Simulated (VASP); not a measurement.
An input for Ansatz (written as the equivalent of a VASP run, and not itself run):

Ansatz 0.2 input:
```yaml
crystal:
  lattice:
    - [3.9984000, 0.0000000, 0.0000000]
    - [0.0000000, 3.9984000, 0.0000000]
    - [0.0000000, 0.0000000, 3.9984000]
  atoms:
    - { symbol: Ti, position: [0.0000000, 0.0000000, 0.0000000] }
    - { symbol: Pt, position: [0.0000000, 0.5000000, 0.5000000] }
    - { symbol: Pt, position: [0.5000000, 0.0000000, 0.5000000] }
    - { symbol: Pt, position: [0.5000000, 0.5000000, 0.0000000] }
kpoints:
  mp_grid: { grid: [7, 7, 7] }
hamiltonian:
  xc: pbe
  pseudopotentials: { kind: paw }
scf:
  occupations: { method: methfessel_paxton, width: 0.1 }
  max_iter: 100
output: { forces: true, stress: true, eigenvalues: true }
```

### Question
Translate this input to VASP (INCAR, KPOINTS, POSCAR, choice of POTCAR).

### Answer
This is not unique; one that fits is 
File KPOINTS:
```
Automatic mesh
0
Gamma
7 7 7
0 0 0
```

### POSCAR
```
Pt3Ti
1
    3.9984000000     0.0000000000     0.0000000000
    0.0000000000     3.9984000000     0.0000000000
    0.0000000000     0.0000000000     3.9984000000
Ti Pt
1 3
Direct
  0.0000000000   0.0000000000   0.0000000000
  0.0000000000   0.5000000000   0.5000000000
  0.5000000000   0.0000000000   0.5000000000
  0.5000000000   0.5000000000   0.0000000000
```

INCAR:
```
ALGO = Normal
EDIFF = 1E-6
ENCUT = 400
GGA = PE
ISIF = 2
ISMEAR = 1
LASPH = T
LCHARG = F
LMAXMIX = 6
LREAL = F
LWAVE = F
NELM = 100
PREC = Accurate
SIGMA = 0.1
SYSTEM = Pt3Ti
```

POTCAR, in this order: Ti_sv Pt (PBE.64 set). Program: vasp_std.

Limits of the translation: each code has its own PAW files, so the cut-off isn't converted (ENCUT is set for VASP's; basis.ecutwfc is left out, and Ansatz then takes the one that its files recommend); Ansatz stops its SCF on the density residual and VASP on the energy change (EDIFF).

The compound is Pt3Ti in the L1_2 structure. The cell was not relaxed at this level.
